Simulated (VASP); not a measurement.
Given:

```yaml
crystal:
  lattice:
    - [0.00000, 2.85359, 2.85359]
    - [2.85359, 0.00000, 2.85359]
    - [2.85359, 2.85359, 0.00000]
  atoms:
    - { symbol: Ag, position: [0.00000, 0.00000, 0.00000] }
    - { symbol: Br, position: [0.50000, 0.50000, 0.50000] }
```

The numbers are results of AM05 GGA, VASP's PBE PAW potentials (set 64) (plane waves; VASP), not measurements. Settings: 520 eV cut-off, 9×9×9 Γ-centred mesh, tetrahedra with Blöchl corrections, potentials Ag Br.

Predict the energy per atom (σ→0).

| Quantity | Value |
|---|---|
| energy per atom (σ→0) | -248.3 kJ/mol of atoms |

The compound is AgBr in the rock salt structure. It was relaxed first.
